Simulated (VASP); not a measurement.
MgTi2N2:

```
Mg Ti N
1.0
     3.55498    0.00000    0.00000
     0.00000    3.55498    0.00000
     0.00000    0.00000    6.00083
Mg Ti N
1 2 2
Direct
  0.00000 0.00000 0.00000
  0.00000 0.00000 0.65455
  0.00000 0.00000 0.34545
  0.50000 0.50000 0.31147
  0.50000 0.50000 0.68853
```

The cell was built by a generator and needn't be a form met in nature.

* Program: VASP 6.6.1
* Task: relaxation of cell and atoms
* Functional: PBE
* Potentials or basis: VASP PAW PBE potentials, release 64 (Mg, Ti_sv, N)
* Cutoff: 520 eV
* k mesh: 4 × 4 × 3
* Occupations: gaussian, width 0.15 eV
* Spin: no spin polarisation

At the start: pressure -3.0 GPa; volume 15.17 Å³/atom.

Task: Where does the relaxation end?

Result: Over 11 steps the energy falls by 2316.4 meV/atom and the volume is 14.14 Å³/atom (-6.7 %); space group P4/mmm (No. 123, to 0.05 Å).

Step by step:
| step | energy change (eV) | largest force (eV/Å) | pressure (GPa) | volume (Å³) |
| --- | --- | --- | --- | --- |
| 1 | 0.0000 | 0.4017 | -3.05 | 75.84 |
| 2 | -11.0248 | 1.5329 | -2.27 | 67.40 |
| 3 | -11.3049 | 1.4143 | 7.48 | 65.77 |
| 4 | -10.4900 | 0.5550 | 32.37 | 62.20 |
| 5 | -11.3150 | 1.2258 | 10.92 | 65.21 |
| 6 | -11.2958 | 1.1038 | 12.66 | 64.88 |
| 7 | -11.4378 | 0.3016 | -8.04 | 75.13 |
| 8 | -11.5550 | 0.6037 | -1.27 | 70.77 |
| 9 | -11.5769 | 0.1213 | 0.45 | 70.46 |
| 10 | -11.5771 | 0.1360 | 0.40 | 70.46 |
| 11 | -11.5820 | 0.0770 | -0.48 | 70.72 |

Final structure:
```yaml
crystal:
  lattice:
    - [2.87281, 0.00000, 0.00000]
    - [0.00000, 2.87281, 0.00000]
    - [0.00000, 0.00000, 8.56927]
  atoms:
    - { symbol: Mg, position: [0.00000, 0.00000, 0.00000] }
    - { symbol: Ti, position: [0.00000, 0.00000, 0.66780] }
    - { symbol: Ti, position: [0.00000, 0.00000, 0.33220] }
    - { symbol: N, position: [0.50000, 0.50000, 0.31235] }
    - { symbol: N, position: [0.50000, 0.50000, 0.68765] }
```

Caveat: the k mesh is coarse (spacing up to 0.44 Å⁻¹), so the values aren't converged.
